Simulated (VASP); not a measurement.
## Lattice of Pd (Palladium) across functionals and dispersion corrections

Aim: relax Pd (Palladium) at several levels and hold each cell against experiment. The levels: LDA, PBEsol, PBE, r2SCAN, PBE + D3(BJ), r2SCAN + rVV10, SCAN and rev-vdW-DF2. LASPH is on for some levels and off for others; the table marks which. The start is a cell from a database of measured crystal structures.

Program: VASP 6.6.1. Level of theory: LDA; plane waves and PAW (Pd), in the first sound run; inputs show where later runs differ. Results are calculated unless marked as measured.

Experimental background.

For Pd, face-centred cubic (pure Pd, 293.15 K), “Dislocation healing during hydrogen absorption and desorption in palladium” (2022, arxiv:2204.14071) quotes earlier work: lattice constant a (a of Pd at 20 C, earlier published value) 3.8902 ± 0.0006 Å [literature evaluation of collated data, not a single measurement; authors consider their …].

**1. Starting point**

Before any relaxation, the start is as follows. The structure is cubic, space group Fm-3m (No. 225). The conventional cell has a = 3.893 Å, b = 3.893 Å, c = 3.893 Å, α = 90.00°, β = 90.00°, γ = 90.00°. Nearest to Pd lie 12 Pd at 2.75 Å.

**2. Relaxation with LDA**

The start need not lie at this functional's minimum. ISIF = 3 frees volume, shape and positions, and EDIFFG sets the threshold on forces and stress at which the search stops. LDA, the lowest rung, knows the local density alone.

Input file INCAR:

```
SYSTEM = Pd
PREC = Accurate
ENCUT = 520
EDIFF = 1E-06
NELM = 100
ISMEAR = -1
SIGMA = 0.05
LREAL = .FALSE.
ALGO = Normal
GGA = CA
NBANDS = 11
LORBIT = 11
LWAVE = .FALSE.
LCHARG = .FALSE.
KPAR = 2
IBRION = 2
NSW = 60
ISIF = 3
EDIFFG = -0.01
```

Input file POSCAR:

```
Pd
1.0
    0.0000000000      1.9465000000      1.9465000000
    1.9465000000      0.0000000000      1.9465000000
    1.9465000000      1.9465000000      0.0000000000
Pd
1
Direct
    0.0000000000      0.0000000000      0.0000000000
```

Input file KPOINTS:

```
Automatic mesh
0
Gamma
10 10 10
0 0 0
```

Potentials, in the order of the species: Pd (PBE family, release 64).

Started as:

```bash
mpirun -np 2 vasp_std
```

The program printed:

```text
[banner, memory and clock lines left out]
running    2 mpi-ranks, on    1 nodes
 distrk:  each k-point on    1 cores,    2 groups
 distr:  one band on    1 cores,    1 groups

 POSCAR found type information on POSCAR Pd
 POSCAR found :  1 types and       1 ions
|                                                                             |
|               ----> ADVICE to this user running VASP <----                  |
|                                                                             |
|     You enforced a specific xc type in the INCAR file but a different       |
|     [... a line on the potential file left out ...]
|     I HOPE YOU KNOW WHAT YOU ARE DOING!                                     |
|                                                                             |

 LDA part: xc-table for (Slater(with rela. corr.)+CA(PZ))
 , standard interpolation
 POSCAR, INCAR and KPOINTS ok, starting setup
 FFT: planning ... GRIDC
 FFT: planning ... GRID_SOFT
 FFT: planning ... GRID
 WAVECAR not read
 entering main loop
       N       E                     dE             d eps       ncg     rms          rms(c)
DAV:   1     0.413503472897E+02    0.41350E+02   -0.52005E+03  1034   0.863E+02
DAV:   2    -0.641454871836E+01   -0.47765E+02   -0.46138E+02  1166   0.181E+02
DAV:   3    -0.698841906747E+01   -0.57387E+00   -0.57223E+00  1254   0.216E+01
DAV:   4    -0.699071049807E+01   -0.22914E-02   -0.22911E-02  1242   0.142E+00
DAV:   5    -0.699073377400E+01   -0.23276E-04   -0.23276E-04  1361   0.130E-01    0.883E+00
DAV:   6    -0.654315701090E+01    0.44758E+00   -0.19458E+00  1265   0.113E+01    0.349E+00
DAV:   7    -0.653233554820E+01    0.10821E-01   -0.37921E-02  1358   0.118E+00    0.185E+00
DAV:   8    -0.652716659704E+01    0.51690E-02   -0.18951E-03  1293   0.433E-01    0.105E-01
DAV:   9    -0.652713248585E+01    0.34111E-04   -0.16524E-04  1411   0.112E-01    0.140E-02
DAV:  10    -0.652713628806E+01   -0.38022E-05   -0.25491E-06  1315   0.119E-02    0.102E-02
DAV:  11    -0.652713611508E+01    0.17298E-06   -0.94189E-08   856   0.200E-03
   1 F= -.65271361E+01 E0= -.65197019E+01  d E =-.652714E+01
 curvature:   0.00 expect dE= 0.000E+00 dE for cont linesearch  0.000E+00
 trial: gam= 0.00000 g(F)=  0.154E-62 g(S)=  0.796E-01 ort = 0.000E+00 (trialstep = 0.100E+01)
 search vector abs. value=  0.796E-01
 bond charge predicted
       N       E                     dE             d eps       ncg     rms          rms(c)
DAV:   1    -0.788189613706E+01   -0.13548E+01   -0.25737E+01  1184   0.494E+01    0.101E+01
DAV:   2    -0.650017118381E+01    0.13817E+01   -0.52116E+00  1190   0.192E+01    0.127E+00
DAV:   3    -0.648734304811E+01    0.12828E-01   -0.15746E-01  1403   0.247E+00    0.719E-01
DAV:   4    -0.648862844229E+01   -0.12854E-02   -0.13766E-02  1252   0.830E-01    0.867E-02
DAV:   5    -0.648909083735E+01   -0.46240E-03   -0.55275E-04  1540   0.124E-01    0.457E-02
DAV:   6    -0.648910749711E+01   -0.16660E-04   -0.52859E-06  1278   0.162E-02    0.192E-03
DAV:   7    -0.648910742696E+01    0.70144E-07   -0.41105E-07   912   0.517E-03
   2 F= -.64891074E+01 E0= -.64831626E+01  d E =0.380287E-01
[...]
3 F= -.65421266E+01 E0= -.65352402E+01  d E =-.149904E-01
 curvature:  -0.16 expect dE=-0.675E-05 dE for cont linesearch -0.675E-05
 ZBRENT: interpolating
 opt :   0.3653  next Energy=    -6.542133 (dE=-0.150E-01)
 bond charge predicted
       N       E                     dE             d eps       ncg     rms          rms(c)
DAV:   1    -0.654220535731E+01   -0.79000E-04   -0.13693E-03  1175   0.361E-01    0.598E-02
DAV:   2    -0.654213403018E+01    0.71327E-04   -0.31982E-04  1184   0.141E-01    0.137E-02
DAV:   3    -0.654213333180E+01    0.69838E-06   -0.31003E-06  1102   0.120E-02
   4 F= -.65421333E+01 E0= -.65352576E+01  d E =-.149972E-01
 curvature:  -0.15 expect dE=-0.231E-10 dE for cont linesearch -0.231E-10
 trial: gam=-0.00004 g(F)=  0.164E-62 g(S)=  0.155E-09 ort = 0.352E-05 (trialstep = 0.873E+00)
 search vector abs. value=  0.100E-09
 reached required accuracy - stopping structural energy minimisation
```

Elapsed: 9.8 s, on 2 MPI ranks of AMD EPYC 7R43, shared host; peak memory 0.21 GiB; 18 s of CPU time.

The logs omit lines about the potential files and the build; timing stands in the text.

OUTCAR, selected parts (step 2):

```text
ion  position               nearest neighbor table
   1  0.000  0.000  0.000-

  LATTYP: Found a face centered cubic cell.
 ALAT       =     3.8930000000

 Subroutine GETGRP returns: Found 48 space group operations
 (whereof 48 operations were pure point group operations)

The static configuration has the point symmetry O_h .

 Found     47 irreducible k-points:

   k-points           NKPTS =     47   k-points in BZ     NKDIM =     47   number of bands    NBANDS=     11

   dimension x,y,z NGX =    20 NGY =   20 NGZ =   20
   dimension x,y,z NGXF=    40 NGYF=   40 NGZF=   40

   ENCUT  =  520.0 eV  38.22 Ry    6.18 a.u.   5.12  5.12  5.12*2*pi/ulx,y,z

   NELECT =      10.0000    total number of electrons

 k-points in reciprocal lattice and weights: Automatic mesh
   0.00000000  0.00000000  0.00000000       0.001
   0.10000000  0.00000000  0.00000000       0.008
   0.20000000  0.00000000  0.00000000       0.008
   0.30000000  0.00000000  0.00000000       0.008
   0.40000000  0.00000000  0.00000000       0.008
   0.50000000  0.00000000  0.00000000       0.004
   0.10000000  0.10000000  0.00000000       0.006
   0.20000000  0.10000000  0.00000000       0.024
   0.30000000  0.10000000  0.00000000       0.024
[...]
-0.30000000  0.40000000  0.20000000       0.024
  -0.30000000  0.50000000  0.20000000       0.012

 average (electrostatic) potential at core
       1 -69.9313

 E-fermi :  10.1893

 k-point     1 :       0.0000    0.0000    0.0000
  band No.  band energies     occupation
    ...
      2       7.1046      2.00000
      3       7.1046      2.00000
      4       7.1046      2.00000
      5       8.8617      2.00000
      6       8.8617      2.00000
      7      27.3313      0.00000
      8      32.2750      0.00000
      9      32.2750      0.00000
     10      32.2750      0.00000
     11      35.9779      0.00000

 k-point     2 :       0.1000    0.0000    0.0000
  band No.  band energies     occupation
    ...
      2       6.9757      2.00000
      3       7.2314      2.00000
      4       7.2314      2.00000
      5       8.8047      2.00000
      6       8.8047      2.00000
      7      27.7238      0.00000
      8      30.3106      0.00000
      9      32.7261      0.00000
     10      32.7261      0.00000
     11      36.0354      0.00000

 k-point     3 :       0.2000    0.0000    0.0000
  band No.  band energies     occupation
    ...
      2       6.8452      2.00000
      3       7.4265      2.00000
      4       7.4265      2.00000
      5       8.8361      2.00000
      6       8.8361      2.00000
      7      26.6972      0.00000
      8      28.6405      0.00000
      9      33.8198      0.00000
     10      33.8198      0.00000
     11      35.9529      0.00000

  Total       -0.0000328     -0.0000328     -0.0000328      0.0000000      0.0000000      0.0000000
  in kB       -0.0037023     -0.0037023     -0.0037023      0.0000000      0.0000000      0.0000000
  external PRESSURE =      -0.0037023 kB  Pullay stress =       0.0000000 kB

  energy-cutoff  :      520.00
  volume of cell :       14.18
      direct lattice vectors                 reciprocal lattice vectors
    -0.000000000  1.921060964  1.921060964    -0.260272844  0.260272844  0.260272844
     1.921060964  0.000000000  1.921060964     0.260272844 -0.260272844  0.260272844
     1.921060964  1.921060964  0.000000000     0.260272844  0.260272844 -0.260272844

 POSITION                                       TOTAL-FORCE (eV/Angst)
 -----------------------------------------------------------------------------------
      3.84212      1.92106      1.92106        -0.000000      0.000000      0.000000
 -----------------------------------------------------------------------------------
    total drift:                               -0.000000     -0.000000     -0.000000

  FREE ENERGIE OF THE ION-ELECTRON SYSTEM (eV)
  ---------------------------------------------------
  free  energy   TOTEN  =        -6.5421333318 eV

  energy  without entropy=       -6.5283819223  energy(sigma->0) =       -6.53525763

 reached required accuracy - stopping structural energy minimisation

 total charge
# of ion       s       p       d       tot
------------------------------------------
    1        0.488   0.521   8.503   9.512

[... 3 further parts left out ...]
```

CONTCAR:

```
Pd
   1.00000000000000
    -0.0000000000000000    1.9210609641775191    1.9210609641775191
     1.9210609641775189    0.0000000000000000    1.9210609641775191
     1.9210609641775189    1.9210609641775191    0.0000000000000000
  Pd
     1
Direct
     0.0000000000000000    1.0000000000000000    1.0000000000000000
```

The k-mesh is coarse for a metal. The PAW data sets were made with PBE, though LDA sets exist; this is a small mismatch. The run keeps the 48 symmetry operations of its start, so it cannot find a distortion of lower symmetry.

Step by step:

```csv
step,energy less that of the first step (eV),largest force (eV/Å),pressure (GPa),volume (Å³)
1,0.0000,0.0000,-8.05,14.75
2,0.0380,0.0000,19.16,13.22
3,-0.0150,0.0000,-0.19,14.19
4,-0.0150,0.0000,0.00,14.18
```

```csv
"conventional cell, symmetrised",before,after,change
a (Å),3.893,3.842,-1.3 %
b (Å),3.893,3.842,-1.3 %
c (Å),3.893,3.842,-1.3 %
volume (Å³/atom),14.75,14.18,-3.9 %
```

The relaxed structure:

```xyz
1
Lattice="0.0000 1.9211 1.9211 1.9211 0.0000 1.9211 1.9211 1.9211 0.0000" Properties=species:S:1:pos:R:3 pbc="T T T"
Pd    0.0000    0.0000    0.0000
```

Numbers from this step:

```yaml
electrons: 10
bands: 11
irreducible_k_points: 47
symmetry_operations: 48
free_energy_toten: -6.542 eV
energy_at_zero_smearing: -6.535 eV
fermi_energy: 10.19 eV
pressure: -3.70e-4 GPa
metallic: yes
scf_cycles_over_all_ionic_steps: 28
```

It ends with forces that vanish by symmetry and a pressure of 0.00 GPa. The volume lies -3.9 % from that of the database's start, which holds the thermal and zero-point expansion of its experiment. LDA is known to overbind. The conventional cell has a = 3.842 Å.

**3. Relaxation with PBEsol**

This step: PBEsol; plane waves and PAW (Pd) (VASP 6.6.1).

PBEsol restores the gradient expansion of exchange and is tuned for the cells of solids.

Edit INCAR of step 2 so:

```diff
@@ -9,3 +9,3 @@
 ALGO = Normal
-GGA = CA
+GGA = PS
 NBANDS = 11
```

POSCAR is that of step 2.

KPOINTS is that of step 2.

Started as:

```bash
mpirun -np 2 vasp_std
```

The program printed:

```text
[banner, memory and clock lines left out]
running    2 mpi-ranks, on    1 nodes
 distrk:  each k-point on    1 cores,    2 groups
 distr:  one band on    1 cores,    1 groups

 POSCAR found type information on POSCAR Pd
 POSCAR found :  1 types and       1 ions
 [... a notice as in an earlier step ...]

 LDA part: xc-table for (Slater+PW92), standard interpolation
 POSCAR, INCAR and KPOINTS ok, starting setup
 FFT: planning ... GRIDC
 FFT: planning ... GRID_SOFT
 FFT: planning ... GRID
 WAVECAR not read
 entering main loop
       N       E                     dE             d eps       ncg     rms          rms(c)
DAV:   1     0.418595918412E+02    0.41860E+02   -0.52112E+03  1034   0.863E+02
DAV:   2    -0.578020005006E+01   -0.47640E+02   -0.46022E+02  1166   0.182E+02
DAV:   3    -0.635088027930E+01   -0.57068E+00   -0.56904E+00  1251   0.216E+01
DAV:   4    -0.635321135038E+01   -0.23311E-02   -0.23307E-02  1239   0.143E+00
DAV:   5    -0.635323556234E+01   -0.24212E-04   -0.24213E-04  1369   0.132E-01    0.833E+00
DAV:   6    -0.599483288487E+01    0.35840E+00   -0.15098E+00  1259   0.994E+00    0.369E+00
DAV:   7    -0.598362078886E+01    0.11212E-01   -0.28748E-02  1381   0.108E+00    0.193E+00
DAV:   8    -0.597911403615E+01    0.45068E-02   -0.14005E-03  1286   0.339E-01    0.973E-02
DAV:   9    -0.597909639890E+01    0.17637E-04   -0.82158E-05  1360   0.787E-02    0.153E-02
DAV:  10    -0.597910040346E+01   -0.40046E-05   -0.23811E-06  1301   0.143E-02    0.699E-03
DAV:  11    -0.597909997777E+01    0.42568E-06   -0.48536E-08   835   0.176E-03
   1 F= -.59791000E+01 E0= -.59716253E+01  d E =-.597910E+01
 curvature:   0.00 expect dE= 0.000E+00 dE for cont linesearch  0.000E+00
 trial: gam= 0.00000 g(F)=  0.000E+00 g(S)=  0.117E-01 ort = 0.000E+00 (trialstep = 0.100E+01)
 search vector abs. value=  0.117E-01
 bond charge predicted
       N       E                     dE             d eps       ncg     rms          rms(c)
DAV:   1    -0.618057171789E+01   -0.20147E+00   -0.38001E+00  1172   0.190E+01    0.331E+00
DAV:   2    -0.597599614011E+01    0.20458E+00   -0.90685E-01  1238   0.755E+00    0.612E-01
DAV:   3    -0.597482662975E+01    0.11695E-02   -0.12848E-02  1398   0.702E-01    0.362E-01
DAV:   4    -0.597509079334E+01   -0.26416E-03   -0.25433E-03  1241   0.367E-01    0.427E-02
DAV:   5    -0.597507976914E+01    0.11024E-04   -0.31899E-05  1257   0.510E-02    0.191E-02
DAV:   6    -0.597508225760E+01   -0.24885E-05   -0.17568E-06  1384   0.860E-03    0.116E-03
DAV:   7    -0.597508231453E+01   -0.56938E-07   -0.14750E-07   856   0.276E-03
   2 F= -.59750823E+01 E0= -.59681963E+01  d E =0.401766E-02
 trial-energy change:    0.004018  1 .order    0.004417   -0.011689    0.020523
 step:   0.3804(harm=  0.3629)  dis= 0.00000  next Energy=    -5.981345 (dE=-0.225E-02)
 bond charge predicted
       N       E                     dE             d eps       ncg     rms          rms(c)
DAV:   1    -0.606078378882E+01   -0.85702E-01   -0.14976E+00  1175   0.120E+01    0.191E+00
DAV:   2    -0.598178578799E+01    0.78998E-01   -0.37759E-01  1181   0.471E+00    0.546E-01
DAV:   3    -0.598132444646E+01    0.46134E-03   -0.25858E-03  1358   0.338E-01    0.324E-01
DAV:   4    -0.598135918372E+01   -0.34737E-04   -0.81241E-04  1229   0.192E-01    0.148E-02
DAV:   5    -0.598136732714E+01   -0.81434E-05   -0.83692E-06  1301   0.205E-02    0.102E-02
DAV:   6    -0.598137004632E+01   -0.27192E-05   -0.80570E-07  1242   0.657E-03    0.661E-04
DAV:   7    -0.598137008190E+01   -0.35585E-07   -0.14483E-08   769   0.112E-03
   3 F= -.59813701E+01 E0= -.59741210E+01  d E =-.227010E-02
 curvature:  -0.18 expect dE=-0.419E-07 dE for cont linesearch -0.419E-07
 trial: gam=-0.00443 g(F)=  0.299E-63 g(S)=  0.231E-06 ort = 0.520E-04 (trialstep = 0.876E+00)
 search vector abs. value=  0.105E-09
 reached required accuracy - stopping structural energy minimisation
```

Elapsed: 9.4 s, on 2 MPI ranks; peak memory 0.21 GiB; 17 s of CPU time.

OUTCAR, selected parts (step 3):

```text
The static configuration has the point symmetry O_h .

 Found     47 irreducible k-points:

   NELECT =      10.0000    total number of electrons

 E-fermi :   9.9151

 k-point     1 :       0.0000    0.0000    0.0000
  band No.  band energies     occupation
    ...
      2       6.9691      2.00000
      3       6.9691      2.00000
      4       6.9691      2.00000
      5       8.6451      2.00000
      6       8.6451      2.00000
      7      27.0218      0.00000
      8      31.8796      0.00000
      9      31.8796      0.00000
     10      31.8796      0.00000
     11      35.9547      0.00000

 k-point     2 :       0.1000    0.0000    0.0000
  band No.  band energies     occupation
    ...
      2       6.8456      2.00000
      3       7.0908      2.00000
      4       7.0908      2.00000
      5       8.5913      2.00000
      6       8.5913      2.00000
      7      27.3816      0.00000
      8      29.8997      0.00000
      9      32.3042      0.00000
     10      32.3042      0.00000
     11      36.0263      0.00000

  Total       -0.0012637     -0.0012637     -0.0012637      0.0000000      0.0000000      0.0000000
  in kB       -0.1394375     -0.1394375     -0.1394375      0.0000000      0.0000000      0.0000000
  external PRESSURE =      -0.1394375 kB  Pullay stress =       0.0000000 kB

  energy-cutoff  :      520.00
  volume of cell :       14.52
      direct lattice vectors                 reciprocal lattice vectors
     0.000000000  1.936348149  1.936348149    -0.258218028  0.258218028  0.258218028
     1.936348149 -0.000000000  1.936348149     0.258218028 -0.258218028  0.258218028
     1.936348149  1.936348149  0.000000000     0.258218028  0.258218028 -0.258218028

 POSITION                                       TOTAL-FORCE (eV/Angst)
 -----------------------------------------------------------------------------------
      0.00000      0.00000      0.00000        -0.000000     -0.000000     -0.000000
 -----------------------------------------------------------------------------------
    total drift:                               -0.000000     -0.000000      0.000000

  FREE ENERGIE OF THE ION-ELECTRON SYSTEM (eV)
  ---------------------------------------------------
  free  energy   TOTEN  =        -5.9813700819 eV

  energy  without entropy=       -5.9668719608  energy(sigma->0) =       -5.97412102

 total charge
# of ion       s       p       d       tot
------------------------------------------
    1        0.488   0.499   8.474   9.461

[... 8 parts as in an earlier step ...]

[... 5 further parts left out ...]
```

The PAW data sets were made with PBE, which is usual practice but a small mismatch for other functionals.

The steps of the relaxation:

```csv
step,energy less that of the first step (eV),largest force (eV/Å),pressure (GPa),volume (Å³)
1,0.0000,0.0000,-3.09,14.75
2,0.0040,0.0000,5.65,14.15
3,-0.0023,0.0000,-0.01,14.52
```

```csv
"conventional cell, symmetrised",before,after,change
a (Å),3.893,3.873,-0.5 %
b (Å),3.893,3.873,-0.5 %
c (Å),3.893,3.873,-0.5 %
volume (Å³/atom),14.75,14.52,-1.6 %
```

The relaxed structure:

```
Pd
1.0
     0.00000    1.93635    1.93635
     1.93635    0.00000    1.93635
     1.93635    1.93635    0.00000
Pd
1
Direct
  0.00000 0.00000 0.00000
```

This step gave:

- free energy (TOTEN): -5.981 eV
- energy at zero smearing: -5.974 eV
- Fermi energy: 9.915 eV
- pressure: -0.01394 GPa
- SCF cycles over all ionic steps: 25

It ends at 14.52 Å³/atom, -1.6 % from the start, with -0.01 GPa left. The conventional cell has a = 3.873 Å.

(Part 1 of 3 ends here.)

[Lines on the potential files, build, host, timing and source positions are cut from VASP's logs without a mark.]

[Logs are printed without paths, hosts, clocks, repeated set-up lines and the standing remarks that a program may print on its own settings, such as how far it seeks lower states.]

[Hosts, paths, dates, database ids (printed as entryN), source tags and the programs' standing remarks are cut or masked in the printed files.]

[A measured line is paired with the nearest computed mode of its activity, which favours agreement.]
